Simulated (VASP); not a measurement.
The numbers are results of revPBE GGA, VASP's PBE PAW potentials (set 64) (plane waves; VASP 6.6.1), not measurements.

Input for VASP

**KPOINTS**
```
Automatic mesh
0
Gamma
6 6 6
0 0 0
```

INCAR:
```
SIGMA=0.05   ! width (eV)
ALGO=Normal
IBRION=2   ! conjugate gradients
ISMEAR=0   ! Gaussian
ENCUT=520   ! plane-wave cut-off (eV)
LWAVE=F
GGA=RE   ! revPBE
NELM=100   ! most electronic steps
LCHARG=F
EDIFF=1E-6   ! SCF stop (eV)
LASPH=T
LREAL=F   ! projection in real space or not
EDIFFG=-0.01
SYSTEM=KI
ISIF=3   ! ions, shape and volume
LMAXMIX=4   ! l cut-off of mixed one-centre charges
NSW=60   ! most ionic steps
PREC=Accurate
```

**POSCAR**
```
KI
1.0
  0.0000000000   3.5350000000   3.5350000000
  3.5350000000   0.0000000000   3.5350000000
  3.5350000000   3.5350000000   0.0000000000
K I
1 1
direct
  0.0000000000   0.0000000000   0.0000000000
  0.5000000000   0.5000000000   0.5000000000
```

POTCAR, in this order: K_sv I (PBE.64 set). Program: vasp_std.

The resulting files:

**OSZICAR**
```
       N       E                     dE             d eps       ncg     rms          rms(c)
DAV:   1     0.939473892328E+02    0.93947E+02   -0.66827E+03   384   0.114E+03
DAV:   2     0.516378814101E+00   -0.93431E+02   -0.88670E+02   476   0.252E+02
DAV:   3    -0.494986278295E+01   -0.54662E+01   -0.54476E+01   516   0.568E+01
DAV:   4    -0.526941182290E+01   -0.31955E+00   -0.31925E+00   692   0.110E+01
DAV:   5    -0.527022513356E+01   -0.81331E-03   -0.81329E-03   520   0.637E-01    0.291E+00
DAV:   6    -0.519297541097E+01    0.77250E-01   -0.12627E-01   480   0.225E+00    0.213E+00
DAV:   7    -0.520022306300E+01   -0.72477E-02   -0.15847E-01   476   0.236E+00    0.825E-01
DAV:   8    -0.521028898953E+01   -0.10066E-01   -0.18333E-02   460   0.105E+00    0.116E-01
DAV:   9    -0.521151394710E+01   -0.12250E-02   -0.19180E-03   496   0.286E-01    0.880E-02
DAV:  10    -0.521185953059E+01   -0.34558E-03   -0.31657E-04   456   0.121E-01    0.238E-02
DAV:  11    -0.521198073267E+01   -0.12120E-03   -0.17444E-04   456   0.912E-02    0.167E-02
DAV:  12    -0.521198885116E+01   -0.81185E-05   -0.18419E-05   492   0.337E-02    0.146E-02
DAV:  13    -0.521198980971E+01   -0.95855E-06   -0.19095E-06   448   0.944E-03
   1 F= -.52119898E+01 E0= -.52119898E+01  d E =-.521199E+01
       N       E                     dE             d eps       ncg     rms          rms(c)
DAV:   1    -0.557856014312E+01   -0.36657E+00   -0.75030E+00   420   0.258E+01    0.419E+00
DAV:   2    -0.533059350504E+01    0.24797E+00   -0.60687E-01   548   0.690E+00    0.162E+00
DAV:   3    -0.525015005563E+01    0.80443E-01   -0.19127E-01   720   0.335E+00    0.126E+00
DAV:   4    -0.524985945540E+01    0.29060E-03   -0.65528E-03   712   0.450E-01    0.605E-01
DAV:   5    -0.525012207231E+01   -0.26262E-03   -0.91097E-03   724   0.539E-01    0.108E-01
DAV:   6    -0.525008531564E+01    0.36757E-04   -0.79068E-05   608   0.754E-02    0.495E-02
DAV:   7    -0.525009146405E+01   -0.61484E-05   -0.43586E-05   592   0.500E-02    0.846E-03
DAV:   8    -0.525009282274E+01   -0.13587E-05   -0.28462E-06   448   0.161E-02    0.284E-03
DAV:   9    -0.525009357423E+01   -0.75149E-06   -0.96792E-07   400   0.738E-03
   2 F= -.52500936E+01 E0= -.52500936E+01  d E =-.381038E-01
       N       E                     dE             d eps       ncg     rms          rms(c)
DAV:   1    -0.559792592868E+01   -0.34783E+00   -0.75460E+00   412   0.255E+01    0.423E+00
DAV:   2    -0.534561957767E+01    0.25231E+00   -0.61658E-01   564   0.684E+00    0.160E+00
DAV:   3    -0.526504511219E+01    0.80574E-01   -0.19212E-01   724   0.332E+00    0.125E+00
DAV:   4    -0.526470547447E+01    0.33964E-03   -0.64213E-03   724   0.443E-01    0.602E-01
DAV:   5    -0.526495965847E+01   -0.25418E-03   -0.91511E-03   724   0.539E-01    0.108E-01
DAV:   6    -0.526492027540E+01    0.39383E-04   -0.83684E-05   612   0.761E-02    0.481E-02
DAV:   7    -0.526492784251E+01   -0.75671E-05   -0.40673E-05   556   0.480E-02    0.828E-03
DAV:   8    -0.526493005948E+01   -0.22170E-05   -0.40137E-06   428   0.179E-02    0.306E-03
DAV:   9    -0.526493089097E+01   -0.83149E-06   -0.93132E-07   400   0.728E-03
   3 F= -.52649309E+01 E0= -.52649309E+01  d E =-.529411E-01
       N       E                     dE             d eps       ncg     rms          rms(c)
DAV:   1    -0.528018903793E+01   -0.15259E-01   -0.33055E-01   432   0.528E+00    0.782E-01
DAV:   2    -0.526883939151E+01    0.11350E-01   -0.26304E-02   516   0.143E+00    0.315E-01
DAV:   3    -0.526535613579E+01    0.34833E-02   -0.10324E-02   684   0.772E-01    0.234E-01
DAV:   4    -0.526543062187E+01   -0.74486E-04   -0.16223E-04   652   0.979E-02    0.103E-01
DAV:   5    -0.526543039679E+01    0.22508E-06   -0.37014E-04   728   0.108E-01    0.175E-02
DAV:   6    -0.526542880146E+01    0.15953E-05   -0.24763E-06   432   0.151E-02    0.107E-02
DAV:   7    -0.526542811845E+01    0.68301E-06   -0.28286E-06   548   0.117E-02
   4 F= -.52654281E+01 E0= -.52654281E+01  d E =-.534383E-01
```

OUTCAR:
```
------------------------ aborting loop because EDIFF is reached ----------------------------------------
  FORCE on cell =-STRESS in cart. coord.  units (eV):
  Direction    XX          YY          ZZ          XY          YZ          ZX
  --------------------------------------------------------------------------------------
  Total        0.0077411      0.0077411      0.0077411     -0.0000000     -0.0000000     -0.0000000
  in kB        0.1227992      0.1227992      0.1227992     -0.0000000     -0.0000000     -0.0000000
  external PRESSURE =       0.1227992 kB  Pullay stress =       0.0000000 kB
  volume of cell :      101.00
      direct lattice vectors                 reciprocal lattice vectors
     0.000000000  3.696257222  3.696257222    -0.135271971  0.135271971  0.135271971
     3.696257222 -0.000000000  3.696257222     0.135271971 -0.135271971  0.135271971
     3.696257222  3.696257222  0.000000000     0.135271971  0.135271971 -0.135271971
  FREE ENERGIE OF THE ION-ELECTRON SYSTEM (eV)
  ---------------------------------------------------
  free  energy   TOTEN  =        -5.2654281185 eV

  energy  without entropy=       -5.2654281185  energy(sigma->0) =       -5.26542812

 reached required accuracy - stopping structural energy minimisation
```
(Selected blocks of OUTCAR.)

CONTCAR:
```
KI
   1.00000000000000
     0.0000000000000000    3.6962572219567731    3.6962572219567731
     3.6962572219567731   -0.0000000000000000    3.6962572219567731
     3.6962572219567731    3.6962572219567731    0.0000000000000000
  K               I
     1     1
Direct
     0.0000000000000000    0.0000000000000000    0.0000000000000000
     0.5000000000000000    0.5000000000000000    0.5000000000000000
```

Energy and stress use the plane-wave basis of the starting cell.

The compound is KI in the rock salt structure. This run relaxes it. Symmetry was kept, so distortions that lower it aren't found.
